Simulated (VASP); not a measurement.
Energy against volume of FeAl (CsCl type). Computed with r2SCAN meta-GGA, VASP's PBE PAW potentials (set 64) (plane waves; VASP). Settings: 520 eV cut-off, 13×13×13 Γ-centred mesh, first-order Methfessel-Paxton smearing of 0.10 eV, potentials Al Fe.

| V (Å³/atom) | E (eV/atom) |
|---|---|
| 11.110 | -10.63433 |
| 11.453 | -10.64216 |
| 11.797 | -10.63708 |
| 12.141 | -10.62093 |

Problem. Fit these four points and predict the energy of the run at 10.766 Å³/atom.

Solution. A cubic in V^(−2/3), the third-order Birch-Murnaghan form, passes through the four points with V0 = 11.48 Å³/atom and B0 = 198 GPa, and gives -10.6113 eV/atom there. The run gave -10.6114 eV/atom, -0.1 meV/atom from the fit; all five points give B0 = 198 GPa.

The compound is FeAl in the CsCl type structure. It was relaxed first, which changed the volume by -7 %. The run is not spin-polarised, so no magnetic state was tried.
